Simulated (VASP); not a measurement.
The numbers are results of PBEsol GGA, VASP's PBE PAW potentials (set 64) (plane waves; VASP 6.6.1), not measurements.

VASP input:

POSCAR:
```
GaN
1
    1.5911189408    -2.7558988086    -0.0000000000
    1.5911189408     2.7558988086     0.0000000000
    0.0000000000     0.0000000000     5.1825420111
Ga N
2 2
Direct
  0.6666670000   0.3333330000   0.5000982246
  0.3333330000   0.6666670000   0.0000982246
  0.6666670000   0.3333330000   0.8769017754
  0.3333330000   0.6666670000   0.3769017754
```

INCAR:
```
# general
SYSTEM  = GaN
PREC    = Accurate
ENCUT   = 520
LREAL   = .FALSE.
LASPH   = .TRUE.

# electronic loop
EDIFF   = 1E-7
NELM    = 100
ALGO    = Normal
LMAXMIX = 4

# smearing
ISMEAR  = -5

# functional
GGA     = PS

# ions
ISIF    = 2

# output
LWAVE   = .FALSE.
LCHARG  = .TRUE.
LORBIT  = 11
NEDOS   = 601
```

KPOINTS:
```
Automatic mesh
0
Gamma
11 11 6
0 0 0
```

POTCAR, in this order: Ga_d N (PBE.64 set). Program: vasp_std.

The resulting files:

File OSZICAR:
```
       N       E                     dE             d eps       ncg     rms          rms(c)
DAV:   1     0.279827422885E+03    0.27983E+03   -0.18532E+04  2914   0.307E+03
DAV:   2     0.546459967618E+01   -0.27436E+03   -0.26689E+03  3174   0.534E+02
DAV:   3    -0.284169181934E+02   -0.33882E+02   -0.33661E+02  3194   0.155E+02
DAV:   4    -0.298959242189E+02   -0.14790E+01   -0.14746E+01  3934   0.335E+01
DAV:   5    -0.299155975029E+02   -0.19673E-01   -0.19662E-01  3202   0.374E+00    0.102E+01
DAV:   6    -0.262429788875E+02    0.36726E+01   -0.13461E+01  5156   0.575E+01    0.311E+00
DAV:   7    -0.263152081914E+02   -0.72229E-01   -0.15492E+00  3068   0.101E+01    0.263E+00
DAV:   8    -0.262910722783E+02    0.24136E-01   -0.28788E-01  4860   0.778E+00    0.897E-01
DAV:   9    -0.262679152826E+02    0.23157E-01   -0.11254E-01  5054   0.564E+00    0.292E-01
DAV:  10    -0.262686758511E+02   -0.76057E-03   -0.51982E-03  3266   0.764E-01    0.126E-01
DAV:  11    -0.262686002973E+02    0.75554E-04   -0.80887E-04  4458   0.538E-01    0.247E-02
DAV:  12    -0.262686055933E+02   -0.52960E-05   -0.13226E-04  3298   0.878E-02    0.125E-02
DAV:  13    -0.262686050038E+02    0.58955E-06   -0.17794E-05  4108   0.926E-02    0.238E-03
DAV:  14    -0.262686051084E+02   -0.10458E-06   -0.17297E-06  4250   0.282E-02    0.362E-03
DAV:  15    -0.262686049539E+02    0.15448E-06   -0.41674E-07  3444   0.587E-03    0.365E-04
DAV:  16    -0.262686049539E+02   -0.44565E-10   -0.34347E-08  1708   0.477E-03
   1 F= -.26268605E+02 E0= -.26268605E+02  d E =0.000000E+00
```

File OUTCAR:
```
------------------------ aborting loop because EDIFF is reached ----------------------------------------
  FORCE on cell =-STRESS in cart. coord.  units (eV):
  Direction    XX          YY          ZZ          XY          YZ          ZX
  --------------------------------------------------------------------------------------
  Total       -0.0307375     -0.0307375     -0.0008820      0.0000000      0.0000000      0.0000000
  in kB       -1.0835282     -1.0835282     -0.0310930      0.0000000      0.0000000      0.0000000
  external PRESSURE =      -0.7327165 kB  Pullay stress =       0.0000000 kB
  volume of cell :       45.45
      direct lattice vectors                 reciprocal lattice vectors
     1.591118941 -2.755898809  0.000000000     0.314244264 -0.181429013  0.000000000
     1.591118941  2.755898809  0.000000000     0.314244264  0.181429013  0.000000000
     0.000000000  0.000000000  5.182542011     0.000000000  0.000000000  0.192955503
  FREE ENERGIE OF THE ION-ELECTRON SYSTEM (eV)
  ---------------------------------------------------
  free  energy   TOTEN  =       -26.2686049539 eV

  energy  without entropy=      -26.2686049539  energy(sigma->0) =      -26.26860495

 total charge

# of ion       s       p       d       tot
------------------------------------------
    1        0.790   0.909  10.184  11.883
    2        0.790   0.909  10.184  11.883
    3        1.217   2.512   0.000   3.729
    4        1.217   2.512   0.000   3.729
--------------------------------------------------
tot          4.014   6.841  20.367  31.223
```
(Selected blocks of OUTCAR.)

The compound is GaN in the wurtzite structure. It was relaxed first.
